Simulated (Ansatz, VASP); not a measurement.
# One calculation of CdBr3, two programs

```xyz
4
Lattice="4.7644 0.0000 0.0000 0.0000 4.7644 0.0000 0.0000 0.0000 4.7644" Properties=species:S:1:pos:R:3 pbc="T T T"
Cd    0.0000    0.0000    0.0000
Br    0.0000    2.3822    2.3822
Br    2.3822    0.0000    2.3822
Br    2.3822    2.3822    0.0000
```

Alike in both runs: functional PBE; k mesh 10 × 10 × 10; occupations gaussian, width 0.1 eV; no spin polarisation.

Ansatz relaxed the structure, and its values are those at the end. VASP's run is a single point on that final structure, the one shown.

|  | VASP | Ansatz |
| --- | --- | --- |
| version | VASP 6.6.1 | Ansatz 0.2.0 |
| potentials or method | VASP PAW PBE potentials, release 64 (Cd, Br) | scalar-relativistic, plane waves, PAW |
| plane-wave cutoff (eV) | 520 | 420 |
| valence electrons in the cell | 33 | 41 |

|  | VASP | Ansatz | Ansatz less VASP |
| --- | --- | --- | --- |
| gap on the k mesh at the Fermi level (eV) | none | none | - |
| pressure (GPa) | 0.1 | 0.0 | -0.06 |

A gap of «none» marks a metal or a gap that the smearing closes. The two sets of potentials don't hold the same shells in valence.

Caveats: an odd number of electrons without spin polarisation forces a metal; a magnetic or distorted state may lie lower.
